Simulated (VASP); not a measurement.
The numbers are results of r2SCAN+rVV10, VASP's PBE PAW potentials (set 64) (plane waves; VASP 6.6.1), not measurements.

A VASP calculation is set up with these files.

**INCAR**
```
SYSTEM = NaF
PREC = Accurate; ENCUT = 520; LREAL = F
LASPH = T
EDIFF = 1E-6; NELM = 100; ALGO = Normal
LMIXTAU = T
ISMEAR = 0; SIGMA = 0.05
METAGGA = R2SCAN; LUSE_VDW = T; BPARAM = 11.95
CPARAM = 0.0093
IBRION = 2; NSW = 60; ISIF = 3
EDIFFG = -0.01
LWAVE = F; LCHARG = F
```

**POSCAR**
```
NaF
1
    0.0000000000     2.2751196259     2.2751196259
    2.2751196259     0.0000000000     2.2751196259
    2.2751196259     2.2751196259     0.0000000000
Na F
1 1
Direct
  0.0000000000   0.0000000000   0.0000000000
  0.5000000000   0.5000000000   0.5000000000
```

**KPOINTS**
```
Automatic mesh
0
Gamma
9 9 9
0 0 0
```

POTCAR, in this order: Na_pv F (PBE.64 set). Program: vasp_std.

What VASP printed:

OSZICAR:
```
       N       E                     dE             d eps       ncg     rms          rms(c)
DAV:   1     0.108382229562E+03    0.10838E+03   -0.85622E+03   784   0.158E+03
DAV:   2    -0.920908513009E+01   -0.11759E+03   -0.10967E+03   782   0.384E+02
DAV:   3    -0.154977713471E+02   -0.62887E+01   -0.62702E+01   896   0.896E+01
DAV:   4    -0.155619130006E+02   -0.64142E-01   -0.64133E-01   860   0.970E+00
DAV:   5    -0.155626507485E+02   -0.73775E-03   -0.73772E-03   887   0.106E+00    0.474E+00
DAV:   6    -0.121927479760E+02    0.33699E+01   -0.14277E+00  1036   0.180E+01    0.159E+00
DAV:   7    -0.121871089767E+02    0.56390E-02   -0.10296E+00   770   0.139E+01    0.173E+00
DAV:   8    -0.123188035203E+02   -0.13169E+00   -0.37218E-01   770   0.933E+00    0.661E-01
DAV:   9    -0.118317240070E+02    0.48708E+00   -0.17569E-01   770   0.498E+00    0.920E-01
DAV:  10    -0.120951770384E+02   -0.26345E+00   -0.25949E-01   770   0.611E+00    0.251E-01
DAV:  11    -0.120929060552E+02    0.22710E-02   -0.57310E-03   893   0.918E-01    0.301E-01
DAV:  12    -0.120894595564E+02    0.34465E-02   -0.60262E-03   770   0.135E+00    0.976E-02
DAV:  13    -0.120916496222E+02   -0.21901E-02   -0.16455E-03   788   0.566E-01    0.165E-02
DAV:  14    -0.120916992345E+02   -0.49612E-04   -0.11719E-04   809   0.152E-01    0.222E-02
DAV:  15    -0.120916667102E+02    0.32524E-04   -0.11944E-04   788   0.142E-01    0.762E-03
DAV:  16    -0.120917130991E+02   -0.46389E-04   -0.26683E-05   800   0.762E-02    0.286E-03
DAV:  17    -0.120917115287E+02    0.15705E-05   -0.77356E-07   881   0.145E-02    0.104E-03
DAV:  18    -0.120917080615E+02    0.34672E-05   -0.14192E-07   791   0.619E-03    0.793E-04
DAV:  19    -0.120917081723E+02   -0.11081E-06   -0.43500E-07   797   0.101E-02
   1 F= -.12091708E+02 E0= -.12091708E+02  d E =-.120917E+02
```

### OUTCAR
```
------------------------ aborting loop because EDIFF is reached ----------------------------------------
  FORCE on cell =-STRESS in cart. coord.  units (eV):
  Direction    XX          YY          ZZ          XY          YZ          ZX
  --------------------------------------------------------------------------------------
  Total       -0.0021844     -0.0021844     -0.0021844      0.0000000      0.0000000      0.0000000
  in kB       -0.1485965     -0.1485965     -0.1485965      0.0000000      0.0000000      0.0000000
  external PRESSURE =      -0.1485965 kB  Pullay stress =       0.0000000 kB
  volume of cell :       23.55
      direct lattice vectors                 reciprocal lattice vectors
     0.000000000  2.275119626  2.275119626    -0.219768664  0.219768664  0.219768664
     2.275119626  0.000000000  2.275119626     0.219768664 -0.219768664  0.219768664
     2.275119626  2.275119626  0.000000000     0.219768664  0.219768664 -0.219768664
  FREE ENERGIE OF THE ION-ELECTRON SYSTEM (eV)
  ---------------------------------------------------
  free  energy   TOTEN  =       -12.0917081723 eV

  energy  without entropy=      -12.0917081723  energy(sigma->0) =      -12.09170817

 reached required accuracy - stopping structural energy minimisation
```
(Selected blocks of OUTCAR.)

The structure comes from a measured NaF entry (Fm-3m) of the Crystallography Open Database, whose conditions weren't checked. It was relaxed first, which changed the volume by -5 %. The start is the result of an earlier pass.
